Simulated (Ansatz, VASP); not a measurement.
**Cross-check of SnSe2 between VASP and Ansatz**

Aim: how closely do two programs agree when they are given the same cell, functional and k mesh? The cell is taken from a series of runs on this material, whose earlier steps may have relaxed, scaled, displaced or heated it; both programs get it as it stands.

Main program and level: Ansatz 0.2.0; plane waves, with VASP 6.6.1 beside it; relaxation of cell and atoms at PBEsol.

**1. Starting point**

It takes space group P-3m1 (No. 164, trigonal). Conventional cell: a = 3.819 Å, b = 3.819 Å, c = 6.156 Å, α = 90.00°, β = 90.00°, γ = 120.00°. Nearest to Sn lie 6 Se at 2.72 Å. Nearest to Se lie 3 Sn at 2.72 Å. Farther neighbours and most contacts between anions are not listed.

As a file:

```xyz
3
Lattice="3.8186 0.0000 0.0000 -1.9093 3.3070 0.0000 0.0000 0.0000 6.1558" Properties=species:S:1:pos:R:3 pbc="T T T"
Sn    0.0000    0.0000    0.0000
Se    0.0000    2.2047    1.5863
Se    1.9093    1.1023    4.5695
```

**2. VASP: relaxation of cell and atoms, PBEsol**

The relaxed volume is the usual yardstick between codes: in a stiff, nearly cubic crystal its relative difference is about their pressure difference at one cell divided by the bulk modulus.

Lines of VASP's logs that name or quote its potential files are left out, and so is its time.

Input file INCAR:

```
SYSTEM = SnSe2
PREC = Accurate
ENCUT = 500
EDIFF = 1E-07
NELM = 120
ISMEAR = 0
SIGMA = 0.02
LREAL = .FALSE.
ALGO = Normal
GGA = PS
NBANDS = 19
LORBIT = 11
LWAVE = .FALSE.
LCHARG = .FALSE.
ISIF = 3
IBRION = 2
NSW = 80
EDIFFG = -0.005
LASPH = .TRUE.
GGA_COMPAT = .FALSE.
NELMIN = 4
EFERMI = MIDGAP
```

Input file POSCAR:

```
SnSe2
1.0
    3.8186460000      0.0000000000      0.0000000000
   -1.9093230000      3.3070450000      0.0000000000
    0.0000000000      0.0000000000      6.1558210000
Sn Se
1 2
Direct
    0.0000000000      0.0000000000      0.0000000000
    0.3333333333      0.6666666667      0.2576911349
    0.6666666667      0.3333333333      0.7423088650
```

Input file KPOINTS:

```
Automatic mesh
0
Gamma
12 12 6
0 0 0
```

PAW data sets: Sn_d and Se (PBE family, release 64).

Run with:

```console
> mpirun -np 1 vasp_std
```

Numbers of over 12 decimals in the logs are rounded to 6 here.

The log of the run:

```text
[banner, memory and clock lines left out]
running    1 mpi-ranks, on    1 nodes
 distrk:  each k-point on    1 cores,    1 groups
 distr:  one band on    1 cores,    1 groups

 POSCAR found type information on POSCAR SnSe
 POSCAR found :  2 types and       3 ions
|                                                                             |
|               ----> ADVICE to this user running VASP <----                  |
|                                                                             |
|     You enforced a specific xc type in the INCAR file but a different       |
|     [... a line on the potential file left out ...]
|     I HOPE YOU KNOW WHAT YOU ARE DOING!                                     |
|                                                                             |

 LDA part: xc-table for (Slater+PW92), standard interpolation
 POSCAR, INCAR and KPOINTS ok, starting setup
 FFT: planning ... GRIDC
 FFT: planning ... GRID_SOFT
 FFT: planning ... GRID
 WAVECAR not read
 entering main loop
       N       E                     dE             d eps       ncg     rms          rms(c)
DAV:   1     0.198246438055E+03    0.19825E+03   -0.12001E+04  3872   0.150E+03
DAV:   2     0.908355250220E+01   -0.18916E+03   -0.18323E+03  4056   0.377E+02
DAV:   3    -0.124766194376E+02   -0.21560E+02   -0.21013E+02  4667   0.114E+02
DAV:   4    -0.132301429652E+02   -0.75352E+00   -0.75192E+00  4556   0.220E+01
DAV:   5    -0.132475269338E+02   -0.17384E-01   -0.17382E-01  5154   0.356E+00    0.493E+00
DAV:   6    -0.130112434923E+02    0.23628E+00   -0.47582E-01  5635   0.787E+00    0.313E+00
DAV:   7    -0.129856527864E+02    0.25591E-01   -0.14006E-01  4506   0.265E+00    0.901E-01
DAV:   8    -0.129837353292E+02    0.19175E-02   -0.10743E-02  4759   0.101E+00    0.255E-01
DAV:   9    -0.129837676065E+02   -0.32277E-04   -0.11430E-03  4173   0.255E-01    0.741E-02
DAV:  10    -0.129837688843E+02   -0.12778E-05   -0.94971E-05  4804   0.633E-02    0.283E-02
DAV:  11    -0.129837804936E+02   -0.11609E-04   -0.21640E-05  4013   0.265E-02    0.592E-03
DAV:  12    -0.129837805951E+02   -0.10157E-06   -0.12037E-06  5082   0.853E-03    0.468E-03
DAV:  13    -0.129837808606E+02   -0.26550E-06   -0.85570E-07  4043   0.564E-03    0.175E-03
DAV:  14    -0.129837808851E+02   -0.24500E-07   -0.35028E-08  2779   0.115E-03
   1 F= -.12983781E+02 E0= -.12983781E+02  d E =-.129838E+02
 curvature:   0.00 expect dE= 0.000E+00 dE for cont linesearch  0.000E+00
 trial: gam= 0.00000 g(F)=  0.390E-04 g(S)=  0.779E-04 ort = 0.000E+00 (trialstep = 0.100E+01)
 search vector abs. value=  0.117E-03
 bond charge predicted
       N       E                     dE             d eps       ncg     rms          rms(c)
DAV:   1    -0.129844181232E+02   -0.63726E-03   -0.15377E-02  4855   0.177E+00    0.139E-01
DAV:   2    -0.129839441177E+02    0.47401E-03   -0.93533E-04  5059   0.481E-01    0.639E-02
DAV:   3    -0.129838024897E+02    0.14163E-03   -0.38496E-04  4996   0.283E-01    0.118E-02
DAV:   4    -0.129837987859E+02    0.37037E-05   -0.19650E-05  3986   0.412E-02    0.694E-03
DAV:   5    -0.129837958884E+02    0.28975E-05   -0.17614E-06  5256   0.121E-02    0.174E-03
DAV:   6    -0.129837957063E+02    0.18218E-06   -0.10504E-07  2774   0.283E-03    0.764E-04
DAV:   7    -0.129837956610E+02    0.45286E-07   -0.24132E-08  2002   0.153E-03
   2 F= -.12983796E+02 E0= -.12983796E+02  d E =-.147758E-04
 trial-energy change:   -0.000015  1 .order   -0.000016   -0.000117    0.000085
 step:   0.5703(harm=  0.5797)  dis= 0.00055  next Energy=   -12.983814 (dE=-0.331E-04)
 bond charge predicted
       N       E                     dE             d eps       ncg     rms          rms(c)
DAV:   1    -0.129839277131E+02   -0.13201E-03   -0.28361E-03  4861   0.758E-01    0.600E-02
DAV:   2    -0.129838391971E+02    0.88516E-04   -0.17304E-04  5056   0.207E-01    0.274E-02
DAV:   3    -0.129838140318E+02    0.25165E-04   -0.70817E-05  4996   0.122E-01    0.510E-03
DAV:   4    -0.129838141650E+02   -0.13313E-06   -0.36195E-06  3986   0.176E-02    0.300E-03
DAV:   5    -0.129838143615E+02   -0.19653E-06   -0.31635E-07  4211   0.520E-03    0.742E-04
DAV:   6    -0.129838144181E+02   -0.56660E-07   -0.24378E-08  1972   0.142E-03
   3 F= -.12983814E+02 E0= -.12983814E+02  d E =-.335330E-04
 curvature:  -0.29 expect dE=-0.881E-06 dE for cont linesearch -0.160E-07
 trial: gam= 0.00425 g(F)=  0.210E-05 g(S)=  0.938E-06 ort = 0.254E-05 (trialstep = 0.914E+00)
 search vector abs. value=  0.306E-05
 reached required accuracy - stopping structural energy minimisation
```

From OUTCAR (step 2):

```text
ion  position               nearest neighbor table
   1  0.000  0.000  0.000-   2 2.72   2 2.72   3 2.72   3 2.72   2 2.72   3 2.72
   2  0.333  0.667  0.258-   1 2.72   1 2.72   1 2.72
   3  0.667  0.333  0.742-   1 2.72   1 2.72   1 2.72

  LATTYP: Found a hexagonal cell.
 ALAT       =     3.8186460000
 C/A-ratio  =     1.6120428550

 Subroutine GETGRP returns: Found 12 space group operations
 (whereof 12 operations were pure point group operations)

The static configuration has the point symmetry D_3d.

 Found    100 irreducible k-points:

   k-points           NKPTS =    100   k-points in BZ     NKDIM =    100   number of bands    NBANDS=     19

   dimension x,y,z NGX =    28 NGY =   28 NGZ =   48
   dimension x,y,z NGXF=    56 NGYF=   56 NGZF=   96

   ENCUT  =  500.0 eV  36.75 Ry    6.06 a.u.   6.96  6.96 11.22*2*pi/ulx,y,z

   NELECT =      26.0000    total number of electrons

 k-points in reciprocal lattice and weights: Automatic mesh
   0.00000000  0.00000000  0.00000000       0.001
   0.08333333 -0.00000000  0.00000000       0.007
   0.16666667 -0.00000000  0.00000000       0.007
   0.25000000  0.00000000  0.00000000       0.007
   0.33333333 -0.00000000  0.00000000       0.007
   0.41666667 -0.00000000  0.00000000       0.007
   0.50000000  0.00000000  0.00000000       0.003
   0.08333333  0.08333333  0.00000000       0.007
   0.16666667  0.08333333  0.00000000       0.014
[...]
0.33333333  0.25000000  0.50000000       0.014
   0.33333333  0.33333333  0.50000000       0.002

 average (electrostatic) potential at core
       1-102.5370       2 -53.3905       3 -53.3905

 E-fermi :   4.2762

 k-point     1 :       0.0000    0.0000    0.0000
  band No.  band energies     occupation
    ...
      9       3.4335      2.00000
     10       3.4335      2.00000
     11       3.6753      2.00000
     12       3.6753      2.00000
     13       3.8921      2.00000
     14       4.8725      0.00000
     15       6.9729      0.00000
     16       8.5934      0.00000
     17       8.5934      0.00000
     18      11.9904      0.00000
    ...

 k-point     2 :       0.0833   -0.0000    0.0000
  band No.  band energies     occupation
    ...
      9       2.5709      2.00000
     10       3.1031      2.00000
     11       3.2588      2.00000
     12       3.8552      2.00000
     13       3.9768      2.00000
     14       5.5321      0.00000
     15       7.3943      0.00000
     16       8.3287      0.00000
     17       8.7179      0.00000
     18      12.0473      0.00000
    ...

 k-point     3 :       0.1667   -0.0000    0.0000
  band No.  band energies     occupation
    ...
      9       1.3988      2.00000
     10       2.4416      2.00000
     11       2.6216      2.00000
     12       3.9266      2.00000
     13       3.9464      2.00000
     14       6.1525      0.00000
     15       7.6066      0.00000
     16       8.6681      0.00000
     17       8.9898      0.00000
     18      11.0851      0.00000
    ...

  Total       -0.0053537     -0.0053537     -0.0009879      0.0000000     -0.0000000      0.0000000
  in kB       -0.1102192     -0.1102193     -0.0203393      0.0000000     -0.0000000      0.0000000
  external PRESSURE =      -0.0802593 kB  Pullay stress =       0.0000000 kB

  energy-cutoff  :      500.00
  volume of cell :       77.82
      direct lattice vectors                 reciprocal lattice vectors
     3.819802740  0.000000000  0.000000000     0.261793623  0.151146594 -0.000000000
    -1.909901370  3.308046767 -0.000000000     0.000000000  0.302293187 -0.000000000
    -0.000000000  0.000000000  6.158734495     0.000000000  0.000000000  0.162371020

 POSITION                                       TOTAL-FORCE (eV/Angst)
 -----------------------------------------------------------------------------------
     -0.00000      0.00000     -0.00000         0.000000      0.000000      0.000000
     -0.00000      2.20536      1.58760        -0.000000      0.000000      0.004668
      1.90990      1.10268      4.57113         0.000000     -0.000000     -0.004668
 -----------------------------------------------------------------------------------
    total drift:                                0.000000     -0.000000      0.000000

  FREE ENERGIE OF THE ION-ELECTRON SYSTEM (eV)
  ---------------------------------------------------
  free  energy   TOTEN  =       -12.9838144181 eV

  energy  without entropy=      -12.9838144181  energy(sigma->0) =      -12.98381442

 reached required accuracy - stopping structural energy minimisation

 total charge
# of ion       s       p       d       tot
------------------------------------------
    1        1.062   1.026  10.098  12.187
    2        1.488   2.289   0.028   3.805
    3        1.488   2.289   0.028   3.805
--------------------------------------------------
tot          4.037   5.605  10.154  19.797

[... 3 further parts left out ...]
```

The run keeps the 12 symmetry operations of its start, so it cannot find a distortion of lower symmetry.

[end of part 1 of 2]

[Lines on the potential files, build, host, timing and source positions are cut from VASP's logs without a mark.]

[Logs are printed without paths, hosts, clocks, repeated set-up lines and the standing remarks that a program may print on its own settings, such as how far it seeks lower states.]

[Hosts, paths, dates, database ids (printed as entryN), source tags and the programs' standing remarks are cut or masked in the printed files.]
